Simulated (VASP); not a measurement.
Given:

```
HfB2
1.0
    1.55910    -2.70044     0.00000
    1.55910     2.70044     0.00000
    0.00000     0.00000     3.47374
Hf B
1 2
Direct
  0.00000   0.00000   0.00000
  0.33333   0.66667   0.50000
  0.66667   0.33333   0.50000
```

Calculation: SCAN meta-GGA, VASP's PBE PAW potentials (set 64) (plane waves; VASP 6.6.1). Run with 520 eV cut-off, 13×13×10 Γ-centred mesh, tetrahedra with Blöchl corrections, potentials Hf_pv B.

The cores are frozen, which limits the accuracy of field gradients.

Task: Give the principal components of the electric field gradient (V/Å²) and the asymmetry η at each nucleus.

Result: 
```
atom    Vxx    Vyy   Vzz     η
----  -----  -----  ----  ----
Hf1   -40.9  -40.8  81.7  0.00
B2     -1.4   -1.4   2.8  0.00
B3     -1.4   -1.4   2.8  0.00
```

The compound is HfB2 in the AlB2 type structure. It was relaxed first.
